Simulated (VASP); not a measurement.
Data:

```
Sr
1.0
    0.00000     2.99846     2.99846
    2.99846     0.00000     2.99846
    2.99846     2.99846     0.00000
Sr
1
Cartesian
  0.00000   0.00000   0.00000
```

Calculation: PW91 GGA, VASP's PBE PAW potentials (set 64) (plane waves; VASP). Settings: 520 eV cut-off, 7×7×7 Γ-centred mesh, Gaussian smearing of 0.050 eV, potentials Sr_sv.

**Question.** Predict the energy per atom (σ→0).

**Answer.** 
```
Item                           Result
---------------------  --------------
energy per atom (σ→0)  -1.642 eV/atom
```

Total energies compare only between runs with the same potentials, cut-off and functional.

The compound is Sr in the fcc structure. It was relaxed first. The start is the result of an earlier pass.
